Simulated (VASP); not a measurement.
# CdGeTe4Cl2 (I-42m) in VASP: notebook

Runs on CdGeTe4Cl2. Level: r2SCAN. Tasks: single point.

Program: VASP 6.6.1. These are calculated values, not measurements. Logs are shortened: lines on timing, memory, paths and dates and some standing lists are left out, and cuts for length are marked.

## Step 1: Starting point

The structure is tetragonal, space group I-42m (No. 121). The conventional cell has a = 7.844 Å, b = 7.844 Å, c = 7.397 Å, α = 90.00°, β = 90.00°, γ = 90.00°. Cl (site symmetry 222) is surrounded by 8 Te at 3.31 to 3.53 Å and 2 Cl at 3.70 Å. Cd (site symmetry -42m) is surrounded by 4 Te at 2.88 Å. Ge (site symmetry -42m) is surrounded by 4 Te at 2.61 Å. Around Te (site symmetry m) lie 1 Ge at 2.61 Å and 1 Cd at 2.88 Å.

The cell was built by a generator and needn't be a form met in nature.

## Step 2: Single point, r2SCAN

Contents of POSCAR:

```
CdGeTe4Cl2
1.0
   -3.9219893602      3.9219893602      3.6984637906
    3.9219893602     -3.9219893602      3.6984637906
    3.9219893602      3.9219893602     -3.6984637906
Cl Cd Ge Te
2 1 1 4
Direct
    0.5000000000      0.0000000000      0.5000000000
    0.0000000000      0.5000000000      0.5000000000
    0.5000000000      0.5000000000      0.0000000000
    0.0000000000      0.0000000000      0.0000000000
    0.9590616534      0.9590616534      0.3637434262
    0.0409383466      0.4046817729      0.0000000000
    0.5953182271      0.5953182271      0.6362565738
    0.4046817729      0.0409383466      0.0000000000
```

Contents of INCAR.step1:

```
PREC = Accurate
ENCUT = 520
ISMEAR = 0
SIGMA = 0.2024
LREAL = F
LASPH = T
NELM = 60
NBANDS = 42
GGA = PE
ALGO = Normal
EDIFF = 1E-4
LWAVE = T
LCHARG = F
```

Contents of INCAR.step2:

```
PREC = Accurate
ENCUT = 520
EDIFF = 1E-7
ISMEAR = 0
SIGMA = 0.2024
LREAL = F
LASPH = T
NELM = 60
ALGO = Normal
ISIF = 2
LWAVE = F
LCHARG = T
METAGGA = R2SCAN
LMIXTAU = T
LELF = T
LVHAR = T
NBANDS = 42
ISTART = 1
```

Contents of KPOINTS:

```
regular mesh
0
Gamma
  4 4 4
```

Potentials or basis: VASP PAW PBE potentials, release 64 (Cl, Cd, Ge_d, Te).

Run with:

```console
$ cat potpaw_PBE.64/Cl/POTCAR potpaw_PBE.64/Cd/POTCAR potpaw_PBE.64/Ge_d/POTCAR potpaw_PBE.64/Te/POTCAR > POTCAR
$ cp INCAR.step1 INCAR
$ mpirun -np 1 vasp_std > vasp.out
$ cp INCAR.step2 INCAR
$ mpirun -np 1 vasp_std > vasp.out
```

OUTCAR:

```text
PREC = Accurate
   ENCUT = 520
   EDIFF = 1E-7
   ISMEAR = 0
   LREAL = F
   LASPH = T
   NELM = 60
   ISIF = 2
   METAGGA = R2SCAN
   ISTART = 1

 ion  position               nearest neighbor table
   1  0.500  0.000  0.500-
   2  0.000  0.500  0.500-
   3  0.500  0.500  0.000-   7 2.88   5 2.88   6 2.88   8 2.88
   4  0.000  0.000  0.000-   5 2.61   7 2.61   6 2.61   8 2.61
   5  0.959  0.959  0.364-   4 2.61   3 2.88
   6  0.041  0.405  0.000-   4 2.61   3 2.88
   7  0.595  0.595  0.636-   4 2.61   3 2.88
   8  0.405  0.041  0.000-   4 2.61   3 2.88

  LATTYP: Found a body centered tetragonal cell.
 ALAT       =     7.8439787204
 C/A-ratio  =     0.9430070943

  Lattice vectors:

 A1 = (  -3.9219893602,   3.9219893602,   3.6984637906)
 A2 = (   3.9219893602,  -3.9219893602,   3.6984637906)
 A3 = (   3.9219893602,   3.9219893602,  -3.6984637906)

Analysis of symmetry for initial positions (statically):
=====================================================================
 Subroutine PRICEL returns:
 Original cell was already a primitive cell.

 Routine SETGRP: Setting up the symmetry group for a
 body centered tetragonal supercell.

 Subroutine GETGRP returns: Found  8 space group operations
 (whereof  8 operations were pure point group operations)
 out of a pool of 16 trial point group operations.

The static configuration has the point symmetry D_2d.

Analysis of symmetry for dynamics (positions and initial velocities):
=====================================================================
 Subroutine PRICEL returns:
 Original cell was already a primitive cell.

 Routine SETGRP: Setting up the symmetry group for a
 body centered tetragonal supercell.

 Subroutine GETGRP returns: Found  8 space group operations
 (whereof  8 operations were pure point group operations)
 out of a pool of 16 trial point group operations.

The dynamic configuration has the point symmetry D_2d.

 Subroutine INISYM returns: Found  8 space group operations
 (whereof  8 operations are pure point group operations),
 and found     1 'primitive' translations

----------------------------------------------------------------------------------------

                                     Primitive cell

  volume of cell :     227.5591

  direct lattice vectors                    reciprocal lattice vectors
    -3.921989360  3.921989360  3.698463791     0.000000000  0.127486322  0.135191265
     3.921989360 -3.921989360  3.698463791     0.127486322  0.000000000  0.135191265
     3.921989360  3.921989360 -3.698463791     0.127486322  0.127486322  0.000000000

  length of vectors
     6.666530994  6.666530994  6.666530994     0.185820991  0.185820991  0.180292886

  position of ions in fractional coordinates (direct lattice)
     0.500000000  0.000000000  0.500000000
     0.000000000  0.500000000  0.500000000
     0.500000000  0.500000000  0.000000000
     0.000000000  0.000000000  0.000000000
     0.959061653  0.959061653  0.363743426
     0.040938347  0.404681773  0.000000000
     0.595318227  0.595318227  0.636256574
     0.404681773  0.040938347  0.000000000

  ion indices of the primitive-cell ions
   primitive index   ion index
                 1           1
                 2           2
                 3           3
                 4           4
                 5           5
                 6           6
                 7           7
                 8           8

----------------------------------------------------------------------------------------

 KPOINTS: regular mesh

Automatic generation of k-mesh.
 Grid dimensions read from file:
 generate k-points for:    4    4    4

 Generating k-lattice:

  Cartesian coordinates                     Fractional coordinates (reciprocal lattice)
     0.000000000  0.031871581  0.033797816     0.250000000 -0.000000000  0.000000000
     0.031871581  0.000000000  0.033797816    -0.000000000  0.250000000  0.000000000
     0.031871581  0.031871581  0.000000000     0.000000000  0.000000000  0.250000000

  Length of vectors
     0.046455248  0.046455248  0.045073222

  Shift w.r.t. Gamma in fractional coordinates (k-lattice)
     0.000000000  0.000000000  0.000000000

 Subroutine IBZKPT returns following result:
 ===========================================

 Found     13 irreducible k-points:

 Following reciprocal coordinates:
            Coordinates               Weight
  0.000000  0.000000  0.000000      1.000000
  0.250000  0.000000 -0.000000      8.000000
  0.500000  0.000000 -0.000000      4.000000
  0.250000  0.250000 -0.000000      8.000000
  0.500000  0.250000 -0.000000     16.000000
 -0.250000  0.250000  0.000000      4.000000
  0.500000  0.500000 -0.000000      2.000000
  0.250000  0.250000  0.250000      2.000000
 -0.250000  0.250000  0.250000      4.000000
  0.500000  0.500000  0.250000      4.000000
 -0.250000  0.500000  0.250000      8.000000
 -0.250000 -0.250000  0.250000      2.000000
  0.500000  0.500000  0.500000      1.000000
   k-points           NKPTS =     13   k-points in BZ     NKDIM =     13   number of bands    NBANDS=     42
   number of dos      NEDOS =    301   number of ions     NIONS =      8
   total plane-waves  NPLWV = 125000
   dimension x,y,z NGX =    50 NGY =   50 NGZ =   50
   dimension x,y,z NGXF=   100 NGYF=  100 NGZF=  100
   ions per type =               2   1   1   4
   NGX,Y,Z   is equivalent  to a cutoff of  12.47, 12.47, 12.47 a.u.
   NGXF,Y,Z  is equivalent  to a cutoff of  24.94, 24.94, 24.94 a.u.
 SYSTEM =  unknown system
   PREC   = accura    normal or accurate (medium, high low for compatibility)
   ISTART =      1    job   : 0-new  1-cont  2-samecut
   ICHARG =      0    charge: 1-file 2-atom 10-const
   ISPIN  =      1    spin polarized calculation?
   LNONCOLLINEAR =      F non collinear calculations
   LSORBIT =      F    spin-orbit coupling
   LASPH  =      T    aspherical Exc in radial PAW
   ENCUT  =  520.0 eV  38.22 Ry    6.18 a.u.  12.40 12.40 12.40*2*pi/ulx,y,z
   NELM   =     60;   NELMIN=  2; NELMDL=  0     # of ELM steps
   EDIFF  = 0.1E-06   stopping-criterion for ELM
   LREAL  =      F    real-space projection
   EDIFFG = 0.1E-05   stopping-criterion for IOM
   NSW    =      0    number of steps for IOM
   IBRION =     -1    ionic relax: 0-MD 1-quasi-New 2-CG
   NFREE  =      0    steps in history (QN), initial steepest desc. (CG)
   ISIF   =      2    stress and relaxation
   ISYM   =      2    0-nonsym 1-usesym 2-fastsym
   POTIM  = 0.5000    time-step for ionic-motion
   TEBEG  =    0.0;   TEEND  =   0.0 temperature during run
   PSTRESS=    0.0 pullay stress
   NELECT =      64.0000    total number of electrons
   NUPDOWN=      -1.0000    fix difference up-down
   EMIN   =  10.00;   EMAX   =-10.00  energy-range for DOS
   EFERMI =   0.00;   METHOD = LEGACY
   ISMEAR =     0;   SIGMA  =   0.20  broadening in eV -4-tet -1-fermi 0-gaus
   EFERMI_NEDOS =   21; number of points for ismear=-14 and -15
   IALGO  =     38    algorithm
   IMIX   =      4    mixing-type and parameters
     AMIX     =   0.40;   BMIX     =  1.00
     AMIX_MAG =   1.60;   BMIX_MAG =  1.00
  volume/ion in A,a.u.               =      28.44       191.96
  Fermi-wavevector in a.u.,A,eV,Ry     =   1.072597  2.026915 15.653031  1.150465
  Thomas-Fermi vector in A             =   2.208372
   LORBIT       =      0    0 simple, 1 ext, 2 COOP (PROOUT), +10 PAW based schemes
   METAGGA = R2SCAN    functional components
   LHFCALC =     F    Hartree Fock is set to
   AEXX    =    0.0000 exact exchange contribution
   IVDW    =     0    specifies the selected vdW correction
   LEPSILON=     F    determine dielectric tensor
   LRPA    =     F    only Hartree local field effects (RPA)
 non-spin polarized calculation
 Gauss-broadening in eV      SIGMA  =   0.20
  energy-cutoff  :      520.00
  volume of cell :      227.56
 maximum number of plane-waves:      6153
 NGX is ok and might be reduce to    50
   NGX = 25   NGY = 25   NGZ = 25

 number of electron      64.0000004 magnetization

 Free energy of the ion-electron system (eV)
  ---------------------------------------------------
  ext. energy  EPLUGINS =         0.00000000
  ---------------------------------------------------
  free energy    TOTEN  =      -147.73081539 eV

  energy without entropy =     -147.56065316  energy(sigma->0) =     -147.64573428

 E-fermi :   3.9204     XC(G=0):  -9.8090

 val. band max:        3.9175294290   @ k =   0.5000   0.5000   0.5000
 cond. band min:       3.9674635070   @ k =   0.5000   0.2500  -0.0000
 fundamental gap:      0.0499340779
 Fermi energy:         3.9204303210

 k-point     1 :       0.0000    0.0000    0.0000
  band No.  band energies     occupation
      1     -21.5457      2.00000
      2     -21.5457      2.00000
      3     -21.5327      2.00000
      4     -21.5209      2.00000
      5     -21.5112      2.00000
      6     -11.1653      2.00000
[... 34 lines left out ...]
     41      10.4964      0.00000
     42      10.4964      0.00000

 k-point     2 :       0.2500    0.0000   -0.0000
  band No.  band energies     occupation
      1     -21.5457      2.00000
      2     -21.5457      2.00000
      3     -21.5327      2.00000
      4     -21.5209      2.00000
      5     -21.5112      2.00000
      6     -11.0984      2.00000
[... 34 lines left out ...]
     41      10.1825      0.00000
     42      10.9016      0.00000

 k-point     3 :       0.5000    0.0000   -0.0000
  band No.  band energies     occupation
      1     -21.5457      2.00000
      2     -21.5457      2.00000
      3     -21.5327      2.00000
      4     -21.5209      2.00000
      5     -21.5112      2.00000
      6     -10.9626      2.00000
[... 402 lines left out ...]
      4     -21.5209      2.00000
      5     -21.5112      2.00000
      6     -11.0095      2.00000
[... 34 lines left out ...]
     41       9.9043      0.00000
     42      10.7247      0.00000

 k-point    13 :       0.5000    0.5000    0.5000
  band No.  band energies     occupation
      1     -21.5457      2.00000
      2     -21.5457      2.00000
      3     -21.5327      2.00000
      4     -21.5210      2.00000
      5     -21.5112      2.00000
      6     -11.0203      2.00000
[... 34 lines left out ...]
     41       9.4161      0.00000
     42       9.4161      0.00000

------------------------ aborting loop because EDIFF is reached ----------------------------------------

  FORCE on cell =-STRESS in cart. coord.  units (eV):
  Direction    XX          YY          ZZ          XY          YZ          ZX
  --------------------------------------------------------------------------------------
  -------------------------------------------------------------------------------------
  Total       -0.0141562     -0.0141562      0.0662020      0.0000000      0.0000000      0.0000000
  in kB       -0.0996699     -0.0996699      0.4661089      0.0000000      0.0000000      0.0000000
  external PRESSURE =       0.0889230 kB  Pullay stress =       0.0000000 kB

 VOLUME and BASIS-vectors are now :
 -----------------------------------------------------------------------------
  energy-cutoff  :      520.00
  volume of cell :      227.56
      direct lattice vectors                 reciprocal lattice vectors
    -3.921989360  3.921989360  3.698463791     0.000000000  0.127486322  0.135191265
     3.921989360 -3.921989360  3.698463791     0.127486322  0.000000000  0.135191265
     3.921989360  3.921989360 -3.698463791     0.127486322  0.127486322  0.000000000

 POSITION                                       TOTAL-FORCE (eV/Angst)
 -----------------------------------------------------------------------------------
      0.00000      3.92199      0.00000        -0.000000      0.000000     -0.000000
      3.92199      0.00000      0.00000        -0.000000      0.000000     -0.000000
      0.00000      0.00000      3.69846        -0.000000      0.000000     -0.000000
      0.00000      0.00000      0.00000        -0.000000      0.000000     -0.000000
      1.42660      1.42660      5.74882         0.013247      0.013247      0.001561
      1.42660     -1.42660      1.64811         0.013247     -0.013247     -0.001561
      2.49539      2.49539      2.05035        -0.013247     -0.013247      0.001561
     -1.42660      1.42660      1.64811        -0.013247      0.013247     -0.001561
 -----------------------------------------------------------------------------------
    total drift:                                0.000182      0.000182      0.000186

  FREE ENERGIE OF THE ION-ELECTRON SYSTEM (eV)
  ---------------------------------------------------
  free  energy   TOTEN  =      -147.7308153924 eV

  energy  without entropy=     -147.5606531600  energy(sigma->0) =     -147.64573428
```

Run time: 7.3 min. Hardware: 1 thread of Intel Xeon Platinum 8488C (Sapphire Rapids), shared host; peak memory 0.45 GiB.

Results:

```
Free energy            : -147.7308 eV
Pressure               : 0.0 GPa
Largest force          : 0.019 eV/Å
Band gap on the k mesh : none (metal or under the smearing width)
```

Forces in eV/Å, atoms in the order of the input:
```
Cl   0.000  0.000  0.000
Cl   0.000  0.000  0.000
Cd   0.000  0.000  0.000
Ge   0.000  0.000  0.000
Te   0.013  0.013  0.002
Te   0.013 -0.013 -0.002
Te  -0.013 -0.013  0.002
Te  -0.013  0.013 -0.002
```

Caveat: the PAW data sets were made with another functional, which shifts forces and pressure a little. Spin-orbit coupling is left out, which matters for the levels of Te.

## Step 3: Single point, r2SCAN

Contents of POSCAR:

```
CdGeTe4Cl2
1.0
   -3.9266023711      3.9266023711      3.6923534444
    3.9266023711     -3.9266023711      3.6923534444
    3.9266023711      3.9266023711     -3.6923534444
Cl Cd Ge Te
2 1 1 4
Direct
    0.5000000000      0.0000000000      0.5000000000
    0.0000000000      0.5000000000      0.5000000000
    0.5000000000      0.5000000000      0.0000000000
    0.0000000000      0.0000000000      0.0000000000
    0.9589211794      0.9589211794      0.3634805971
    0.0410788206      0.4045594177      0.0000000000
    0.5954405823      0.5954405823      0.6365194029
    0.4045594177      0.0410788206      0.0000000000
```

Contents of INCAR.step1:

```
PREC = Accurate
ENCUT = 520
ISMEAR = 0
SIGMA = 0.2024
LREAL = False
LASPH = True
NELM = 100
NBANDS = 42
GGA = PE
ALGO = Normal
EDIFF = 1E-4
LWAVE = True
LCHARG = False
```

Contents of INCAR.step2:

```
PREC = Accurate
ENCUT = 520
EDIFF = 1E-7
ISMEAR = 0
SIGMA = 0.2024
LREAL = False
LASPH = True
NELM = 100
ALGO = Normal
ISIF = 2
LWAVE = False
LCHARG = False
METAGGA = R2SCAN
LMIXTAU = True
NBANDS = 42
ISTART = 1
```

Contents of KPOINTS:

```
Automatic mesh
0
Gamma
  4 4 4
  0.5 0.5 0.5
```

Potentials or basis: VASP PAW PBE potentials, release 64 (Cl, Cd, Ge_d, Te).

Run with:

```console
$ cat potpaw_PBE.64/Cl/POTCAR potpaw_PBE.64/Cd/POTCAR potpaw_PBE.64/Ge_d/POTCAR potpaw_PBE.64/Te/POTCAR > POTCAR
$ cp INCAR.step1 INCAR
$ mpirun -np 1 vasp_std > vasp.out
$ cp INCAR.step2 INCAR
$ mpirun -np 1 vasp_std > vasp.out
```

Wall time 6.2 min (1 thread of Intel Xeon Platinum 8488C (Sapphire Rapids), shared host); peak memory 0.46 GiB.

The run converged. Its results:

```
Free energy            : -147.7168 eV
Pressure               : 0.0 GPa
Largest force          : 0.018 eV/Å
Band gap on the k mesh : none (metal or under the smearing width)
```

Forces on the atoms (eV/Å):
```
Cl   0.000  0.000  0.000
Cl   0.000  0.000  0.000
Cd   0.000  0.000  0.000
Ge   0.000  0.000  0.000
Te   0.013  0.013  0.001
Te   0.013 -0.013 -0.001
Te  -0.013 -0.013  0.001
Te  -0.013  0.013 -0.001
```

Levels at points of the mesh, in eV from the Fermi level:
```csv
k point,band 29,band 30,band 31,band 32,band 33,band 34,band 35,band 36
"(0.12, 0.12, 0.12)",-1.25,-0.53,-0.10,0.09,0.21,0.61,2.07,2.99
```

Caveat: the PAW data sets were made with another functional, which shifts forces and pressure a little.

## Step 4: Single point, r2SCAN

Contents of POSCAR:

```
CdGeTe4Cl2
1.0
   -3.9210098639      3.9210098639      3.6957735099
    3.9210098639     -3.9210098639      3.6957735099
    3.9210098639      3.9210098639     -3.6957735099
Cl Cd Ge Te
2 1 1 4
Direct
    0.5000000000      0.0000000000      0.5000000000
    0.0000000000      0.5000000000      0.5000000000
    0.5000000000      0.5000000000      0.0000000000
    0.0000000000      0.0000000000      0.0000000000
    0.9589320393      0.9589320393      0.3634820082
    0.0410679607      0.4045499689      0.0000000000
    0.5954500311      0.5954500311      0.6365179918
    0.4045499689      0.0410679607      0.0000000000
```

Contents of INCAR.step1:

```
SYSTEM = CdGeTe4Cl2
  PREC = Accurate
  ENCUT = 520
  ISMEAR = 0
  SIGMA = 0.001
  LREAL = .False.
  LASPH = .True.
  NELM = 80
  NBANDS = 42
  GGA = PE
  ALGO = Normal
  EDIFF = 1E-4
  LWAVE = .True.
  LCHARG = .False.
```

Contents of INCAR.step2:

```
SYSTEM = CdGeTe4Cl2
  PREC = Accurate
  ENCUT = 520
  EDIFF = 1E-6
  ISMEAR = 0
  SIGMA = 0.001
  LREAL = .False.
  LASPH = .True.
  NELM = 80
  ALGO = Normal
  ISIF = 2
  LWAVE = .False.
  LCHARG = .False.
  METAGGA = R2SCAN
  LMIXTAU = .True.
  NBANDS = 42
  ISTART = 1
```

Contents of KPOINTS:

```
regular mesh
0
Gamma
  4 4 4
  0 0 0
```

Run with:

```console
$ cat potpaw_PBE.64/Cl/POTCAR potpaw_PBE.64/Cd/POTCAR potpaw_PBE.64/Ge_d/POTCAR potpaw_PBE.64/Te/POTCAR > POTCAR
$ cp INCAR.step1 INCAR
$ mpirun -np 1 vasp_std > vasp.out
$ cp INCAR.step2 INCAR
$ mpirun -np 1 vasp_std > vasp.out
```

It took 7.6 min on 1 thread of Intel Xeon Platinum 8488C (Sapphire Rapids), shared host; peak memory 0.46 GiB.

The run converged. Its results:

| Property | Result |
| --- | --- |
| Free energy | -147.6514 eV |
| Pressure | 0.0 GPa |
| Largest force | 0.026 eV/Å |
| Band gap on the k mesh | none (metal or under the smearing width) |

Forces on the atoms (eV/Å):
```
Cl   0.000  0.000  0.000
Cl   0.000  0.000  0.000
Cd   0.000  0.000  0.000
Ge   0.000  0.000  0.000
Te   0.018  0.018  0.003
Te   0.018 -0.018 -0.003
Te  -0.018 -0.018  0.003
Te  -0.018  0.018 -0.003
```

Levels at points of the mesh, in eV from the Fermi level:
| k point | band 30 | band 31 | band 32 | band 33 | band 34 | band 35 |
| --- | --- | --- | --- | --- | --- | --- |
| (0.00, 0.00, 0.00) | -0.35 | -0.08 | 0.52 | 0.97 | 0.97 | 2.39 |
| (0.50, 0.00, 0.00) | -0.63 | -0.31 | -0.13 | 0.16 | 0.21 | 1.89 |
| (0.50, 0.50, 0.00) | -0.81 | -0.73 | -0.29 | 0.39 | 0.81 | 2.01 |
| (0.50, 0.50, 0.50) | -1.07 | -1.07 | 0.03 | 0.03 | 0.23 | 0.91 |

Caveat: the PAW data sets were made with another functional, which shifts forces and pressure a little.

## Step 5: The runs side by side

| cell | k mesh | smearing | gap on the mesh (eV) | pressure (GPa) | largest force (eV/Å) |
| --- | --- | --- | --- | --- | --- |
| I-42m, 28.44 Å³/atom | 4 × 4 × 4 | gaussian 0.2024 eV | none | 0.0 | 0.02 |
| I-42m, 28.46 Å³/atom | 4 × 4 × 4, shifted | gaussian 0.2024 eV | none | 0.0 | 0.02 |
| I-42m, 28.41 Å³/atom | 4 × 4 × 4 | gaussian 0.001 eV | none | 0.0 | 0.03 |

Alike in all rows: task single point; level r2SCAN; potentials or basis VASP PAW PBE potentials, release 64 (Cl, Cd, Ge_d, Te); no spin polarisation; cutoff (eV) 520.

Every run on the cell as given and a fine mesh finds a metal.

Caveats: the PAW data sets were made with another functional, which shifts forces and pressure a little.

Absolute energies hang on the potentials; compare differences alone.
